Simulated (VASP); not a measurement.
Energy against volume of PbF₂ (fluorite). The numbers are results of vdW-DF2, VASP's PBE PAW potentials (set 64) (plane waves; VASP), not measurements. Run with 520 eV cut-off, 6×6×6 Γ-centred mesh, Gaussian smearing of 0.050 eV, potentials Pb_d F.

```csv
V (Å³/atom),E (eV/atom)
18.099,-2.68045
18.659,-2.68480
19.219,-2.68221
19.779,-2.67374
```

Task: Fit these four points and predict the energy of the run at 17.540 Å³/atom.

Result: A cubic in V^(−2/3), the third-order Birch-Murnaghan form, passes through the four points with V0 = 18.72 Å³/atom and B0 = 65 GPa, and gives -2.6679 eV/atom there. The run gave -2.6680 eV/atom, -0.0 meV/atom from the fit; all five points give B0 = 65 GPa.

The compound is PbF2 in the fluorite structure, the β form. It was relaxed first, which changed the volume by +7 %.
